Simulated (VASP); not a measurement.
Computed with LDA (Ceperley-Alder, Perdew-Zunger), VASP's LDA PAW potentials (set 64) (plane waves; VASP). Each cell was relaxed at this level.

Q: Which of these has an unstable (imaginary) mode at Γ?
A. C, Cmme (67)
B. CdO, Fm-3m (225)
C. MgTe, F-43m (216)
D. KF, Fm-3m (225)

A: A, C, Cmme (67). Its optical Γ-point modes are 49i, 53, 128, 883, 887, 1554, 1568, 1604, 1614 cm⁻¹.
